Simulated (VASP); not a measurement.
A run of VASP 6.6.1 is set up as follows.

Contents of INCAR:

```
  PREC = Accurate
  ENCUT = 520
  EDIFF = 1E-8
  ISMEAR = -1
  SIGMA = 0.03
  LREAL = F
  LASPH = T
  NELM = 100
  ALGO = Fast
  ISIF = 2
  LWAVE = F
  LCHARG = F
  GGA = PE
  LEFG = T
  NBANDS = 19
```

Contents of KPOINTS:

```
regular mesh
0
Gamma
  12 12 7
```

File POSCAR:

```
Sb2Mo
1.0
    3.4801084287      0.0000000000      0.0000000000
   -1.7400542143      3.0138623072      0.0000000000
    0.0000000000      0.0000000000      6.4706450298
Mo Sb
1 2
Direct
    0.0000000000      0.0000000000      0.0000000000
    0.3333333333      0.6666666667      0.2912959530
    0.6666666667      0.3333333333      0.7087040470
```

Potentials or basis: VASP PAW PBE potentials, release 64 (Mo_sv, Sb).

Launch:

```bash
$ cat potpaw_PBE.64/Mo_sv/POTCAR potpaw_PBE.64/Sb/POTCAR > POTCAR
$ mpirun -np 1 vasp_std > vasp.out
```

Q: What does it give for the band gap on the k mesh?

A: None (metal or under the smearing width).

Q: Estimate the pressure.

A: -0.1 GPa.

Electric field gradients, principal values (V/Å²):
```
atom     Vxx     Vyy       Vzz
1 Mo  41.852  41.854   -83.706
2 Sb  64.167  64.167  -128.334
3 Sb  64.167  64.167  -128.334
```

The run has no spin-orbit coupling, so splittings on Sb are missing.
